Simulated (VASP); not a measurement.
Output of a VASP run:

### OSZICAR
```
       N       E                     dE             d eps       ncg     rms          rms(c)
DAV:   1     0.240529270048E+02    0.24053E+02   -0.42479E+03  1016   0.986E+02
DAV:   2    -0.135399908145E+02   -0.37593E+02   -0.36067E+02  1025   0.164E+02
DAV:   3    -0.145366850618E+02   -0.99669E+00   -0.98210E+00  1213   0.355E+01
DAV:   4    -0.145564912104E+02   -0.19806E-01   -0.19782E-01  1343   0.450E+00
DAV:   5    -0.145568018355E+02   -0.31063E-03   -0.31061E-03  1231   0.467E-01    0.135E+01
DAV:   6    -0.169464326391E+02   -0.23896E+01   -0.79339E+01  1148   0.136E+02    0.194E+01
DAV:   7    -0.126252654024E+02    0.43212E+01   -0.40393E+01  1128   0.851E+01    0.252E+00
DAV:   8    -0.125994045301E+02    0.25861E-01   -0.22105E-01  1122   0.553E+00    0.150E+00
DAV:   9    -0.125857851897E+02    0.13619E-01   -0.46557E-02  1198   0.333E+00    0.384E-01
DAV:  10    -0.125853648845E+02    0.42031E-03   -0.90386E-04  1202   0.371E-01    0.152E-01
DAV:  11    -0.125853547318E+02    0.10153E-04   -0.20579E-05  1158   0.509E-02    0.172E-02
DAV:  12    -0.125853539421E+02    0.78976E-06   -0.33606E-06  1047   0.211E-02
   1 F= -.12585354E+02 E0= -.12585393E+02  d E =0.116420E-03
```

File OUTCAR:
```
------------------------ aborting loop because EDIFF is reached ----------------------------------------
  FORCE on cell =-STRESS in cart. coord.  units (eV):
  Direction    XX          YY          ZZ          XY          YZ          ZX
  --------------------------------------------------------------------------------------
  Total       -1.1206307     -1.1206307     -1.1206307     -0.0000000      0.0000000     -0.0000000
  in kB      -72.8608301    -72.8608301    -72.8608301     -0.0000000      0.0000000     -0.0000000
  external PRESSURE =     -72.8608301 kB  Pullay stress =       0.0000000 kB
  volume of cell :       24.64
      direct lattice vectors                 reciprocal lattice vectors
     2.910000000  0.000000000  0.000000000     0.343642612  0.000000000  0.000000000
     0.000000000  2.910000000  0.000000000     0.000000000  0.343642612  0.000000000
     0.000000000  0.000000000  2.910000000     0.000000000  0.000000000  0.343642612
 POSITION                                       TOTAL-FORCE (eV/Angst)
 -----------------------------------------------------------------------------------
      1.45500      1.45500      1.45500         0.000000      0.000000      0.000000
      0.00000      0.00000      0.00000         0.000000      0.000000      0.000000
 -----------------------------------------------------------------------------------
    total drift:                                0.000000      0.000000     -0.000000
  FREE ENERGIE OF THE ION-ELECTRON SYSTEM (eV)
  ---------------------------------------------------
  free  energy   TOTEN  =       -12.5853539421 eV

  energy  without entropy=      -12.5854703618  energy(sigma->0) =      -12.58539275
```
(Selected blocks of OUTCAR.)

### POSCAR
```
FeAl
1
    2.9100000000     0.0000000000     0.0000000000
    0.0000000000     2.9100000000     0.0000000000
    0.0000000000     0.0000000000     2.9100000000
Al Fe
1 1
Direct
  0.5000000000   0.5000000000   0.5000000000
  0.0000000000   0.0000000000   0.0000000000
```

Question: Write an INCAR and KPOINTS that could have produced this output.

Answer: One answer among several that fit: the input of the run itself, PBE GGA, plane waves, VASP's PBE PAW potentials (set 64).

File KPOINTS:
```
Automatic mesh
0
Gamma
11 11 11
0 0 0
```

### INCAR
```
! general
SYSTEM   =  FeAl
PREC     =  Accurate
ENCUT    =  400   ! plane-wave cut-off (eV)
LREAL    =  .False.
LASPH    =  .True.   ! aspherical one-centre terms

! electronic loop
EDIFF    =  1E-6
NELM     =  100
ALGO     =  Normal
LMAXMIX  =  4   ! l cut-off of mixed one-centre charges

! smearing
ISMEAR   =  1
SIGMA    =  0.1   ! width (eV)

! functional
GGA      =  PE   ! PBE

! ions
ISIF     =  2   ! forces and stress, cell fixed

! output
LWAVE    =  .False.
LCHARG   =  .False.
```

POTCAR, in this order: Al Fe (PBE.64 set). Program: vasp_std.

The compound is FeAl in the CsCl type structure. The cell was not relaxed at this level. The run is not spin-polarised, so no magnetic state was tried. The electron count is odd and the run is not spin-polarised, which forces a metal.
